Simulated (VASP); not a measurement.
Method: r2SCAN meta-GGA, VASP's PBE PAW potentials (set 64) (plane waves; VASP 6.6.1).

Input for VASP

File KPOINTS:
```
kpoints
0
gamma
 10 10 10
```

File POSCAR:
```
LaP
1
    3.6473872127     0.0000000000     0.0000000000
    0.0000000000     3.6473872127    -0.0547108082
    0.0000000000    -0.0547108082     3.6473872127
La P
1 1
Direct
  0.0000000000   0.0000000000   0.0000000000
  0.5000000000   0.5000000000   0.5000000000
```

INCAR:
```
SYSTEM = LaP
PREC = Accurate
ENCUT = 480
EDIFF = 1E-7
NELM = 100
ALGO = Normal
LREAL = .FALSE.
LASPH = .TRUE.
ISMEAR = 1
SIGMA = 0.1
METAGGA = R2SCAN
LMIXTAU = .TRUE.
LMAXMIX = 6
LWAVE = .FALSE.
LCHARG = .FALSE.
ISIF = 2
```

POTCAR, in this order: La P (PBE.64 set). Program: vasp_std.

Output of the run:

File OSZICAR:
```
       N       E                     dE             d eps       ncg     rms          rms(c)
DAV:   1     0.102913266201E+03    0.10291E+03   -0.58049E+03  4480   0.174E+03
DAV:   2    -0.339523199341E+02   -0.13687E+03   -0.13328E+03  6400   0.261E+02
DAV:   3    -0.450330380717E+02   -0.11081E+02   -0.10845E+02  6460   0.111E+02
DAV:   4    -0.457145919507E+02   -0.68155E+00   -0.66548E+00  8364   0.212E+01
DAV:   5    -0.457514915635E+02   -0.36900E-01   -0.36690E-01  7076   0.480E+00    0.484E+00
DAV:   6    -0.409603181128E+02    0.47912E+01   -0.12645E+00  7760   0.908E+00    0.341E+00
DAV:   7    -0.413420824694E+02   -0.38176E+00   -0.91303E-01  7260   0.123E+01    0.135E+00
DAV:   8    -0.412246363692E+02    0.11745E+00   -0.71520E-01  7984   0.991E+00    0.933E-01
DAV:   9    -0.412521268663E+02   -0.27490E-01   -0.95214E-02  7704   0.395E+00    0.406E-01
DAV:  10    -0.415103463954E+02   -0.25822E+00   -0.89931E-02  6700   0.306E+00    0.250E-01
DAV:  11    -0.415200188104E+02   -0.96724E-02   -0.13594E-02  7992   0.129E+00    0.191E-01
DAV:  12    -0.415312727308E+02   -0.11254E-01   -0.52758E-02  7340   0.294E+00    0.290E-01
DAV:  13    -0.415355650181E+02   -0.42923E-02   -0.27970E-02  7924   0.190E+00    0.463E-02
DAV:  14    -0.415356838255E+02   -0.11881E-03   -0.72518E-04  7192   0.273E-01    0.500E-02
DAV:  15    -0.415357899333E+02   -0.10611E-03   -0.10330E-04  7956   0.133E-01    0.383E-02
DAV:  16    -0.415357585402E+02    0.31393E-04   -0.58145E-05  7440   0.108E-01    0.215E-02
DAV:  17    -0.415358215069E+02   -0.62967E-04   -0.18405E-05  7452   0.456E-02    0.160E-02
DAV:  18    -0.415358244630E+02   -0.29561E-05   -0.34982E-06  7612   0.190E-02    0.120E-02
DAV:  19    -0.415358386384E+02   -0.14175E-04   -0.39766E-06  7176   0.161E-02    0.413E-03
DAV:  20    -0.415358405317E+02   -0.18933E-05   -0.25437E-06  7908   0.139E-02    0.295E-03
DAV:  21    -0.415358406892E+02   -0.15747E-06   -0.23202E-06  6584   0.124E-02    0.123E-03
DAV:  22    -0.415358407549E+02   -0.65708E-07   -0.15265E-07  5440   0.499E-03
   1 F= -.41535841E+02 E0= -.41535645E+02  d E =-.586973E-03
```

File OUTCAR:
```
------------------------ aborting loop because EDIFF is reached ----------------------------------------
  FORCE on cell =-STRESS in cart. coord.  units (eV):
  Direction    XX          YY          ZZ          XY          YZ          ZX
  --------------------------------------------------------------------------------------
  Total        0.0476418     -0.0051364     -0.0051364      0.0000000     -0.1344050      0.0000000
  in kB        1.5734426     -0.1696375     -0.1696375      0.0000000     -4.4389268      0.0000000
  external PRESSURE =       0.4113892 kB  Pullay stress =       0.0000000 kB
  volume of cell :       48.51
      direct lattice vectors                 reciprocal lattice vectors
     3.647387213  0.000000000  0.000000000     0.274168862  0.000000000  0.000000000
     0.000000000  3.647387213 -0.054710808     0.000000000  0.274230563  0.004113458
     0.000000000 -0.054710808  3.647387213     0.000000000  0.004113458  0.274230563
 POSITION                                       TOTAL-FORCE (eV/Angst)
 -----------------------------------------------------------------------------------
      0.00000      0.00000      0.00000         0.000000      0.000000      0.000000
      1.82369      1.79634      1.79634         0.000000     -0.000000      0.000000
 -----------------------------------------------------------------------------------
    total drift:                               -0.000000      0.000000     -0.000000
  FREE ENERGIE OF THE ION-ELECTRON SYSTEM (eV)
  ---------------------------------------------------
  free  energy   TOTEN  =       -41.5358407549 eV

  energy  without entropy=      -41.5352537821  energy(sigma->0) =      -41.53564510
```
(Selected blocks of OUTCAR.)

The structure was generated: LaP was put into the CsCl type (Pm-3m), which need not be its known phase. This cell was strained or had an atom moved on purpose.
